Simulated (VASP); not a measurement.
Given:

```yaml
crystal:
  lattice:
    - [0.00000, 4.28087, 4.28087]
    - [4.28087, 0.00000, 4.28087]
    - [4.28087, 4.28087, 0.00000]
  atoms:
    - { symbol: Cs, position: [0.00000, 0.00000, 0.00000] }
    - { symbol: I, position: [0.25000, 0.25000, 0.25000] }
```

Level of theory: PBEsol GGA, VASP's PBE PAW potentials (set 64) (plane waves; VASP). Run with 400 eV cut-off, Gaussian smearing of 0.050 eV, potentials Cs_sv I.

Unless said otherwise, spin-orbit coupling is left out, though it shifts the bands of the heavy elements here.

### Question
Give the energies of bands 3 to 11 at the high-symmetry points, in eV from the valence-band maximum.

### Answer

```json
[
 {"band": "3", "Γ": "-6.80", "X": "-6.84", "U": "-6.86", "L": "-6.82", "W": "-6.86"},
 {"band": "4", "Γ": "-6.80", "X": "-6.84", "U": "-6.83", "L": "-6.82", "W": "-6.84"},
 {"band": "5", "Γ": "-6.80", "X": "-6.69", "U": "-6.68", "L": "-6.74", "W": "-6.67"},
 {"band": "6", "Γ": "-0.17", "X": "-0.41", "U": "-0.32", "L": "-0.26", "W": "-0.28"},
 {"band": "7", "Γ": "-0.17", "X": "0.00", "U": "-0.07", "L": "-0.09", "W": "-0.13"},
 {"band": "8", "Γ": "-0.17", "X": "0.00", "U": "-0.03", "L": "-0.09", "W": "0.00"},
 {"band": "9", "Γ": "3.83", "X": "5.10", "U": "5.15", "L": "5.57", "W": "5.14"},
 {"band": "10", "Γ": "6.38", "X": "5.60", "U": "5.69", "L": "5.70", "W": "5.58"},
 {"band": "11", "Γ": "6.38", "X": "7.21", "U": "6.57", "L": "6.33", "W": "6.95"}
]
```

The gap is indirect, 3.83 eV, from the valence maximum at W to the conduction minimum at Γ.

The structure was generated: CsI was put into the zinc blende type (F-43m), which need not be its known phase. It was relaxed first, which changed the volume by -9 %.
